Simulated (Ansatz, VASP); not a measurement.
# TaN: VASP beside Ansatz, part 2 of 2

One calculation is typed for both programs; each brings its own data sets. How far apart do they land? The cell is taken from a series of runs on this material, whose earlier steps may have relaxed, scaled, displaced or heated it; both programs get it as it stands.

VASP 6.6.1 and Ansatz 0.2.0.

So far: The starting structure; VASP: zone-centre phonons, PBEsol.

## 2. VASP: zone-centre phonons, PBEsol (continued)

Level of this step: PBEsol; plane waves and PAW (N, Ta_pv) (VASP).

Numbers of over 12 decimals in the logs are rounded to 6 here.

Parts of OUTCAR (step 2):

```text
ion  position               nearest neighbor table
   1  0.393  0.000  0.000-   6 2.04   4 2.15   4 2.15   5 2.15   5 2.15
   2  0.607  0.607  0.000-   6 2.04   4 2.15   4 2.15   5 2.15   5 2.15
   3  0.000  0.393  0.000-   6 2.04   5 2.15   5 2.15   4 2.15   4 2.15
   4  0.333  0.667  0.500-   1 2.15   1 2.15   3 2.15   3 2.15   2 2.15   2 2.15   5 2.99   5 2.99
                             5 2.99   6 3.32   6 3.32   6 3.32   6 3.32   6 3.32   6 3.32
   5  0.667  0.333  0.500-   3 2.15   3 2.15   1 2.15   1 2.15   2 2.15   2 2.15   4 2.99   4 2.99
                             4 2.99   6 3.32   6 3.32   6 3.32   6 3.32   6 3.32   6 3.32
   6  0.000  0.000  0.000-   2 2.04   1 2.04   3 2.04   4 3.32   5 3.32   4 3.32   5 3.32   5 3.32
                             5 3.32   4 3.32   4 3.32   5 3.32   5 3.32   4 3.32   4 3.32

  LATTYP: Found a hexagonal cell.
 ALAT       =     5.1776819493
 C/A-ratio  =     0.5593277893

 Subroutine GETGRP returns: Found 12 space group operations
 (whereof 12 operations were pure point group operations)

The static configuration has the point symmetry D_3h.

 Found     84 irreducible k-points:

   k-points           NKPTS =     84   k-points in BZ     NKDIM =     84   number of bands    NBANDS=     30

   dimension x,y,z NGX =    42 NGY =   42 NGZ =   24
   dimension x,y,z NGXF=    84 NGYF=   84 NGZF=   48

   ENCUT  =  600.0 eV  44.10 Ry    6.64 a.u.  10.34 10.34  5.78*2*pi/ulx,y,z

   NELECT =      48.0000    total number of electrons

 k-points in reciprocal lattice and weights: Automatic mesh
   0.00000000  0.00000000  0.00000000       0.001
   0.11111111  0.00000000  0.00000000       0.006
   0.22222222 -0.00000000  0.00000000       0.006
   0.33333333  0.00000000  0.00000000       0.006
   0.44444444 -0.00000000  0.00000000       0.006
   0.11111111  0.11111111  0.00000000       0.006
   0.22222222  0.11111111  0.00000000       0.012
   0.33333333  0.11111111  0.00000000       0.012
   0.44444444  0.11111111  0.00000000       0.006
[...]
-----------------------------------------------------------------------------------
    total drift:                               -0.000000     -0.000001     -0.000000

 Eigenvectors and eigenvalues of the dynamical matrix
 ----------------------------------------------------

   1 f  =   21.212410 THz   133.281505 2PiTHz  707.569844 cm-1    87.727440 meV
             X         Y         Z           dx          dy          dz
      2.037210  0.000000  0.000000     0.000000   -0.577350    0.000000
      1.570236  2.719729  0.000000    -0.500000    0.288675    0.000000
     -1.018605  1.764275  0.000000     0.500000    0.288675   -0.000000
     -0.000000  2.989336  1.448011     0.000000    0.000000    0.000000
      2.588841  1.494668  1.448011     0.000000   -0.000000   -0.000000
      0.000000  0.000000  0.000000    -0.000000    0.000000    0.000000

   2 f  =   19.716554 THz   123.882760 2PiTHz  657.673436 cm-1    81.541077 meV
             X         Y         Z           dx          dy          dz
      2.037210  0.000000  0.000000     0.602375    0.117232   -0.000000
      1.570236  2.719729  0.000000    -0.221395   -0.018877    0.000000
     -1.018605  1.764275  0.000000     0.308364   -0.664228   -0.000000
     -0.000000  2.989336  1.448011    -0.010153    0.035745    0.000000
      2.588841  1.494668  1.448011    -0.037038    0.002994   -0.000000
      0.000000  0.000000  0.000000    -0.144562    0.118669    0.000000

   3 f  =   19.716554 THz   123.882760 2PiTHz  657.673436 cm-1    81.541077 meV
             X         Y         Z           dx          dy          dz
      2.037210  0.000000  0.000000    -0.494480    0.142812    0.000000
      1.570236  2.719729  0.000000    -0.358371   -0.680958   -0.000000
     -1.018605  1.764275  0.000000     0.286980   -0.151199   -0.000000
     -0.000000  2.989336  1.448011     0.035745    0.010153   -0.000000
      2.588841  1.494668  1.448011     0.002994    0.037038    0.000000
      0.000000  0.000000  0.000000     0.118669    0.144562    0.000000

   4 f  =   18.740256 THz   117.748498 2PiTHz  625.107639 cm-1    77.503435 meV
             X         Y         Z           dx          dy          dz
      2.037210  0.000000  0.000000    -0.577350    0.000000   -0.000000
      1.570236  2.719729  0.000000     0.288675    0.500000    0.000000
     -1.018605  1.764275  0.000000     0.288675   -0.500000   -0.000000
     -0.000000  2.989336  1.448011    -0.000000   -0.000000    0.000000
      2.588841  1.494668  1.448011    -0.000000   -0.000000   -0.000000
      0.000000  0.000000  0.000000    -0.000000   -0.000000   -0.000000

   5 f  =   18.161029 THz   114.109109 2PiTHz  605.786712 cm-1    75.107946 meV
             X         Y         Z           dx          dy          dz
      2.037210  0.000000  0.000000     0.125418   -0.493081   -0.000000
      1.570236  2.719729  0.000000     0.650746   -0.406261    0.000000
     -1.018605  1.764275  0.000000     0.312893    0.005276   -0.000000
     -0.000000  2.989336  1.448011    -0.132631    0.072215    0.000000
      2.588841  1.494668  1.448011    -0.096665    0.116026   -0.000000
      0.000000  0.000000  0.000000    -0.073656    0.060468    0.000000

   6 f  =   18.161029 THz   114.109109 2PiTHz  605.786712 cm-1    75.107946 meV
             X         Y         Z           dx          dy          dz
      2.037210  0.000000  0.000000    -0.102962   -0.600620   -0.000000
      1.570236  2.719729  0.000000    -0.189783   -0.075292    0.000000
     -1.018605  1.764275  0.000000    -0.601320   -0.413145   -0.000000
     -0.000000  2.989336  1.448011     0.072215    0.132631    0.000000
      2.588841  1.494668  1.448011     0.116026    0.096665   -0.000000
      0.000000  0.000000  0.000000     0.060468    0.073656    0.000000

   7 f  =   17.938811 THz   112.712874 2PiTHz  598.374327 cm-1    74.188928 meV
             X         Y         Z           dx          dy          dz
      2.037210  0.000000  0.000000    -0.000000    0.000000   -0.554169
      1.570236  2.719729  0.000000    -0.000000    0.000000   -0.554169
     -1.018605  1.764275  0.000000    -0.000000    0.000000   -0.554169
     -0.000000  2.989336  1.448011     0.000000   -0.000000    0.189213
      2.588841  1.494668  1.448011     0.000000   -0.000000    0.189213
      0.000000  0.000000  0.000000     0.000000    0.000000    0.084177

   8 f  =   17.457929 THz   109.691401 2PiTHz  582.333816 cm-1    72.200159 meV
             X         Y         Z           dx          dy          dz
      2.037210  0.000000  0.000000     0.000000    0.000000   -0.701112
      1.570236  2.719729  0.000000    -0.000000   -0.000000    0.712952
     -1.018605  1.764275  0.000000     0.000000    0.000000   -0.011840
     -0.000000  2.989336  1.448011    -0.000000   -0.000000   -0.000000
      2.588841  1.494668  1.448011    -0.000000   -0.000000    0.000000
      0.000000  0.000000  0.000000    -0.000000   -0.000000   -0.000000

   9 f  =   17.457929 THz   109.691401 2PiTHz  582.333816 cm-1    72.200159 meV
             X         Y         Z           dx          dy          dz
      2.037210  0.000000  0.000000     0.000000   -0.000000   -0.418459
      1.570236  2.719729  0.000000    -0.000000   -0.000000   -0.397952
     -1.018605  1.764275  0.000000     0.000000   -0.000000    0.816411
     -0.000000  2.989336  1.448011    -0.000000   -0.000000    0.000000
      2.588841  1.494668  1.448011     0.000000    0.000000    0.000000
      0.000000  0.000000  0.000000    -0.000000    0.000000    0.000000

  10 f  =    6.940547 THz    43.608744 2PiTHz  231.511735 cm-1    28.703784 meV
             X         Y         Z           dx          dy          dz
      2.037210  0.000000  0.000000    -0.000877   -0.019271   -0.000000
      1.570236  2.719729  0.000000    -0.004202    0.000852    0.000000
     -1.018605  1.764275  0.000000    -0.019966   -0.012089    0.000000
     -0.000000  2.989336  1.448011     0.588656   -0.375308   -0.000000
      2.588841  1.494668  1.448011    -0.482780    0.504277    0.000000
      0.000000  0.000000  0.000000    -0.098954   -0.120538    0.000000

  11 f  =    6.940547 THz    43.608744 2PiTHz  231.511735 cm-1    28.703784 meV
             X         Y         Z           dx          dy          dz
      2.037210  0.000000  0.000000     0.001068   -0.015820    0.000000
      1.570236  2.719729  0.000000     0.021191   -0.012495   -0.000000
     -1.018605  1.764275  0.000000     0.008249    0.003269    0.000000
     -0.000000  2.989336  1.448011     0.375308    0.588656    0.000000
      2.588841  1.494668  1.448011    -0.504277   -0.482780   -0.000000
      0.000000  0.000000  0.000000     0.120538   -0.098954    0.000000

  12 f  =    5.691272 THz    35.759319 2PiTHz  189.840412 cm-1    23.537201 meV
             X         Y         Z           dx          dy          dz
      2.037210  0.000000  0.000000    -0.000000    0.000000    0.000000
      1.570236  2.719729  0.000000     0.000000   -0.000000   -0.000000
     -1.018605  1.764275  0.000000     0.000000    0.000000    0.000000
     -0.000000  2.989336  1.448011     0.000000    0.000000   -0.707107
      2.588841  1.494668  1.448011     0.000000   -0.000000    0.707107
      0.000000  0.000000  0.000000    -0.000000   -0.000000    0.000000

  13 f  =    5.682639 THz    35.705073 2PiTHz  189.552429 cm-1    23.501495 meV
             X         Y         Z           dx          dy          dz
      2.037210  0.000000  0.000000     0.073405    0.040610   -0.000000
      1.570236  2.719729  0.000000    -0.062427    0.018156   -0.000000
     -1.018605  1.764275  0.000000     0.024935   -0.088251    0.000000
     -0.000000  2.989336  1.448011    -0.395859    0.149801   -0.000000
      2.588841  1.494668  1.448011    -0.224005    0.359119    0.000000
      0.000000  0.000000  0.000000     0.609566   -0.500465    0.000000
    [... 43 further lines ...]
      2.588841  1.494668  1.448011     0.000000   -0.000000    0.556251
      0.000000  0.000000  0.000000     0.000000   -0.000000    0.556150

 ELASTIC MODULI CONTR FROM IONIC RELAXATION (kBar)
 Direction    XX          YY          ZZ          XY          YZ          ZX
 --------------------------------------------------------------------------------
 XX        -511.0136    156.1205     41.5832      0.0000      0.0000      0.0000
 YY         156.1205   -511.0136     41.5832      0.0000      0.0000      0.0000
 ZZ          41.5832     41.5832     -9.7447     -0.0000     -0.0000     -0.0000
 XY           0.0000      0.0000     -0.0000   -333.5695      0.0000      0.0000
 YZ           0.0000      0.0000     -0.0000      0.0000    -33.1849      0.0000
 ZX           0.0000      0.0000     -0.0000      0.0000      0.0000    -26.3594
 --------------------------------------------------------------------------------
```

## 3. Ansatz: zone-centre phonons, PBEsol

Ansatz runs on its PAW soft_1 files.

The same cell, functional, mesh and smearing now go to Ansatz, which takes its cutoff from its data sets.

File input.yaml:

```yaml
crystal:
  lattice:
    - [5.1776819493, 0.0, 0.0]
    - [-2.5888409747, 4.4840041008, 0.0]
    - [0.0, 0.0, 2.8960213983]
  atoms:
    - { symbol: "N", position: [0.3934597894, 0.0, 0.0] }
    - { symbol: "N", position: [0.6065402106, 0.6065402106, 0.0] }
    - { symbol: "N", position: [0.0, 0.3934597894, 0.0] }
    - { symbol: Ta, position: [0.3333333333, 0.6666666667, 0.5] }
    - { symbol: Ta, position: [0.6666666667, 0.3333333333, 0.5] }
    - { symbol: Ta, position: [0.0, 0.0, 0.0] }
kpoints:
  mp_grid: { grid: [9, 9, 12] }
hamiltonian:
  xc: pbesol
  pseudopotentials: { kind: paw, azcp: { folder: soft_1 }, xc_functional: pbe }
scf:
  occupations: { method: methfessel_paxton, width: 0.2 }
output:
  eigenvalues: true
phonons:
  method: dfpt
```

Command:

```sh
$ ansatz run input.yaml --threads 8 --pin off --max-ram 16384MiB --backend cpu --events-out ev --progress --plain --runs-dir out
```

The log of the run:

```text
zone centre: on kpoints.mp_grid the ground state, and the responses unless they are solved on pairs of k-points, stand on 287 of the mesh's 972 k-points, reduced under 2 symmetry operations, with k and −k counted as one. Each operation leaves every solved displacement unchanged or reverses it
Engine: ansatz 0.2.0, aarch64-unknown-linux-gnu
Pseudopotentials: kind: paw
Pseudopotential: N, paw, valence charge 5, recommended cutoff 420 eV (normal), soft_1/N.paw.azcp
Pseudopotential: Ta, paw, valence charge 13, recommended cutoff 420 eV (normal), soft_1/Ta.paw.azcp
Functional definition: PBEsol
  exchange = pbesol_x
  correlation = pbesol_c
Crystal: 6 atoms, lattice volume = 67.236 Å³
Basis set: ecut = 420 eV, 1287 PW (Γ), exchange–correlation on 72×72×40 points (8 copies of the dense FFT grid, shifted against one another)
Bands: 33, of which v1, the nominal top of the filled ones, is band 27 counted from 1 (26 counted from 0)
Symmetry: 12 space group operations
k-points: 287 of 972 (irreducible under 2 space group operations, time reversal used)
Non-local potential: N, projectors of the file, l = 0: 2, l = 1: 2, l = 2: 1
Non-local potential: Ta, projectors of the file, l = 0: 3, l = 1: 2, l = 2: 2, l = 3: 1
PAW form: soft (Blöchl's): semilocal exchange-correlation on the pseudo side does not see the compensation charge
PAW frozen core: N, regenerated for the run's functional, and the local potential with it (the file was generated under x = pbe(κ = 0.804, μ = 0.219515), c = pbe(β = 0.066725))
PAW frozen core: Ta, regenerated for the run's functional, and the local potential with it (the file was generated under x = pbe(κ = 0.804, μ = 0.219515), c = pbe(β = 0.066725))
PAW one-centre angular grid: N, 110 points (default); XC on 64 Gauss nodes
PAW one-centre angular grid: Ta, 590 points (default); XC on 64 Gauss nodes
Initial density: superposition of atomic densities (chi_scale 0.1, normalization cell, long waves kept (reshape's long-wave potential 0.01 eV rms))
Initial wavefunctions: pseudopotential atomic-orbital guess
Functional: x = pbesol(κ = 0.804, μ = 0.123457), c = pbesol(β = 0.046)
SCF iter   1: F=—  HF=-30566.440517 eV  |F-HF|=—  |Δ(HF+E_count)|=         —  Δρ=6.50e-2  dr2=3.54e0  ethr=3.10e-3  ⟨swp⟩=4.6  Hψ=36932  notcnv=0
preconditioner: auto → Resta (q_TF=auto, 2.630 Å⁻¹)  ε∞=7.2  [insulator: Δε(μ)=0.129 eV  Ē_g=9.960 eV  σ=0.200 eV  W_gap=0.51  n_scr=26 (ndim 8)  ℏωp=24.8 eV  f_vac=0.000  D(μ)=0.20/eV (n_scr^D=0)  ε∞_Penn≈7.2]
SCF iter   2: F=—  HF=-30565.781379 eV  |F-HF|=—  |Δ(HF+E_count)|=   6.59e-1  S|Δr|=    0.00e0  Δρ=3.11e-2  dr2=3.10e-1  ethr=3.10e-3  ⟨swp⟩=2.0  Hψ=16905  notcnv=0  defer=325
preconditioner: auto → Kerker (q_TF=auto, 2.630 Å⁻¹)  [metal: Δε(μ)=0.105 eV  Ē_g=9.632 eV  σ=0.200 eV  W_gap=0.40  n_scr=26 (ndim 8)  ℏωp=24.8 eV  f_vac=0.000  D(μ)=0.43/eV (n_scr^D=0)]
SCF iter   3: F=—  HF=-30565.755680 eV  |F-HF|=—  |Δ(HF+E_count)|=   2.57e-2  S|Δr|=    0.00e0  Δρ=1.48e-2  dr2=7.92e-2  ethr=5.73e-4  ⟨swp⟩=1.0  Hψ=9146  notcnv=0  defer=325
SCF iter   4: F=—  HF=-30565.747423 eV  |F-HF|=—  |Δ(HF+E_count)|=   8.26e-3  S|Δr|=    0.00e0  Δρ=1.97e-3  dr2=2.65e-3  ethr=1.47e-4  ⟨swp⟩=2.3  Hψ=13707  notcnv=0  defer=325
SCF iter   5: F=—  HF=-30565.747044 eV  |F-HF|=—  |Δ(HF+E_count)|=   3.79e-4  S|Δr|=    0.00e0  Δρ=7.47e-4  dr2=3.75e-4  ethr=4.92e-6  ⟨swp⟩=2.1  Hψ=12311  notcnv=0  defer=324
SCF iter   6: F=—  HF=-30565.746966 eV  |F-HF|=—  |Δ(HF+E_count)|=   7.85e-5  S|Δr|=    0.00e0  Δρ=1.36e-4  dr2=1.43e-5  ethr=6.94e-7  ⟨swp⟩=2.0  Hψ=13246  notcnv=0  defer=324
SCF iter   7: F=—  HF=-30565.746964 eV  |F-HF|=—  |Δ(HF+E_count)|=   1.61e-6  S|Δr|=    0.00e0  Δρ=2.30e-5  dr2=3.69e-7  ethr=2.66e-8  ⟨swp⟩=2.0  Hψ=13416  notcnv=0  defer=324
SCF iter   8: F=—  HF=-30565.746969 eV  |F-HF|=—  |Δ(HF+E_count)|=   4.53e-6  S|Δr|=    0.00e0  Δρ=4.41e-6  dr2=1.43e-8  ethr=6.83e-10  ⟨swp⟩=2.0  Hψ=13039  notcnv=0  defer=324
SCF iter   9: F=—  HF=-30565.746969 eV  |F-HF|=—  |Δ(HF+E_count)|=   2.27e-9  S|Δr|=    0.00e0  Δρ=8.00e-7  dr2=4.08e-10  ethr=2.65e-11  ⟨swp⟩=2.0  Hψ=13269  notcnv=0  defer=324
SCF iter  10: F=-30565.746969 eV  HF=-30565.746969 eV  |F-HF|=1.09e-11  |Δ(HF+E_count)|=  1.46e-11  S|Δr|=    0.00e0  Δρ=1.21e-7  dr2=4.48e-12  ethr=1.00e-12  ⟨swp⟩=9.6  Hψ=52857  notcnv=0
the search or the solves at the SCF's close seem to have found levels that the self-consistency loop had missed (the run counts 2). By its estimate they hold under 1e-12 electrons; where the run keeps them, the occupations were computed again with them
SCF 1 converged in 10 iterations: F = -30565.746969 eV  dr2 = 4.48e-12
  greatest PAW one-centre occupation: 0.999 electrons in one spin orbital (limit 2), on the Ta atom at site 4 (counted from 0), in its partial waves of l = 0
DFPT response loops at Γ: preconditioner auto → Kerker (q_TF=auto, 2.630 Å⁻¹) (partly filled bands, converged f_vac=0.000); β = 1.00, the filter's whole step (`scf.mixing.beta` (0.50) is not read by the response loops under this deck's `scf.mixing.preconditioner`; to damp them name `kerker` or `kerker_dos`, under which they read `scf.mixing.beta`, and type it under 1.00, their step now; both keys bind the ground state too); Broyden in place of MSR1
SCF converged after 10 iterations
Stability not checked: this state was not tested for a lower state beside it, because cold or Methfessel-Paxton smearing, or corrected tetrahedra, fill the levels in a way that the test cannot read (fill_not_monotonic; see scf.lower_state_search)
Free energy (F): -30565.746969 eV
Harris-Foulkes:  -30565.746969 eV  (|F-HF|=1.09e-11)
Internal energy: -30565.750157 eV  (E = F + TS)
E sigma→0 (E₀):  -30565.747766 eV
Entropy (-TS):   0.003188 eV (0.531 meV/atom)
Fermi energy:    19.815178 eV
Step filling:    the computed levels leave a gap of 0.0594 eV = 0.3 smearing widths at the electron count; against every level under it full and every level over it empty, smearing changes F+E_penalty+E_count by +1.255 meV and its σ→0 estimate by +0.458 meV
--- Per-component energies (eV) ---
  E_band       = -217.416184
  E_kinetic    = 1570.223591
  E_local      = -1969.576342  (includes V_loc(G=0)·N_el)
  E_nonlocal   = 80.195493
  E_hartree    = 703.782788
  E_xc         = -1136.047755
  E_vxc        = -929.278570  (∫ρ·V_xc dr)
  E_paw        = -24914.447695  (= ΣΔE_a)
  E_vpaw       = -376.548761  (= ΣTr[D̂ρ^β])
  E_aug_tail   = 0.002819  (compensation charges beyond the density's cutoff)
  E_ewald      = -4900.608489
  E_core_change = 0.725435  (= ΣΔE_core)
  E_smearing   = 0.003188  (= −TS)
  E_closure    = 0.000000  (closes the sum)
  Σ components = -30565.746969   (vs F -30565.746969, Δ=0.00e0)
--- Band table (eV; the first three rows and the last of 287) ---
  k-point 0: bands = [... 23 lower, 15.4452, 16.3837, 17.7721, 18.7855, 18.7855, 20.3175, 20.3175, 21.5754, ... 2 higher]
  k-point 1: bands = [... 23 lower, 15.0372, 16.6372, 18.1257, 18.4468, 18.4468, 20.7429, 20.7429, 21.6913, ... 2 higher]
  k-point 2: bands = [... 23 lower, 14.4596, 17.3842, 18.0390, 18.0390, 18.9486, 21.1876, 21.1876, 21.7236, ... 2 higher]
  k-point 286: bands = [... 23 lower, 15.6554, 16.4930, 17.5942, 18.6871, 20.8701, 21.3278, 22.5645, 22.5926, ... 2 higher]
--- Phonons (Γ-DFPT): 7 representative perturbations + reference, on 287 of 972 k-points (Σ response iterations 22) ---
  k mesh reduced under 2 symmetry operations, with k and −k counted as one. Each operation leaves every solved displacement unchanged or reverses it
  ASR residual: 3.439e-5 → 0.000e0 eV/Å²; symmetrization residual: 2.648e-6 eV/Å²
  ASR residual per site (eV/Å²): 3.28e-5 3.16e-5 3.16e-5 3.44e-5 3.44e-5 3.05e-5
  Γ frequencies (cm⁻¹): 0.00 0.00 0.00 148.26 189.08 189.35 189.35 231.15 231.15 579.03 579.03 596.21 601.73 601.73 619.57 652.77 652.77 703.91
  non-analytic LO–TO correction: not included (Born effective charges unavailable; polar crystals: no LO–TO splitting at Γ)
```

The column dr2 measures how far the density is from self-consistency, as an energy; F and HF (Harris–Foulkes) agree once it is small.

## 4. Side by side

Known differences besides the potentials themselves: the data sets hold 54 valence electrons in Ansatz (on its PAW soft_1 files) and 48 in VASP; the cutoff is 420 eV in Ansatz and 600 eV in VASP; Ansatz makes its cores anew for this functional, VASP keeps those of its PBE data sets. Total energies have different zeros and are not compared.

Both answers:

```
                    quantity  Ansatz   VASP  difference
       optical mode 1 (cm⁻¹)   148.3  147.9     +0.27 %
       optical mode 2 (cm⁻¹)   189.1  189.6     -0.25 %
       optical mode 3 (cm⁻¹)   189.3  189.6     -0.11 %
       optical mode 4 (cm⁻¹)   189.3  189.8     -0.26 %
  optical mode 5 to 6 (cm⁻¹)   231.2  231.5     -0.16 %
  optical mode 7 to 8 (cm⁻¹)   579.0  582.3     -0.57 %
       optical mode 9 (cm⁻¹)   596.2  598.4     -0.36 %
optical mode 10 to 11 (cm⁻¹)   601.7  605.8     -0.67 %
      optical mode 12 (cm⁻¹)   619.6  625.1     -0.89 %
optical mode 13 to 14 (cm⁻¹)   652.8  657.7     -0.75 %
      optical mode 15 (cm⁻¹)   703.9  707.6     -0.52 %
```

Modes are paired by rising frequency, not by their patterns, so a pair may set unlike modes beside each other; they are those without the splitting of longitudinal modes.

## 5. Summary of results

| Item | Value |
| --- | --- |
| r.m.s. difference of the optical zone-centre modes, each program's sorted by frequency (zone-centre phonons, PBEsol) | 3.2 cm⁻¹ |
| difference in optical mode 12 (zone-centre phonons, PBEsol) | -0.9 % |

What this shows: The r.m.s. difference of the optical zone-centre modes, each program's sorted by frequency is 3.2 cm⁻¹ (zone-centre phonons, PBEsol). The data sets hold unlike numbers of valence electrons (54 in Ansatz and 48 in VASP), so part of the differences may come from the potentials. Among the rows given in per cent, the largest difference of the zone-centre phonons, PBEsol pair is in optical mode 12, -0.9 %. How closely two codes agree says nothing of how well the functional describes the real material.

[Lines on the potential files, build, host, timing and source positions are cut from VASP's logs without a mark.]

[Logs are printed without paths, hosts, clocks, repeated set-up lines and the standing remarks that a program may print on its own settings, such as how far it seeks lower states.]

[Hosts, paths, dates, database ids (printed as entryN), source tags and the programs' standing remarks are cut or masked in the printed files.]
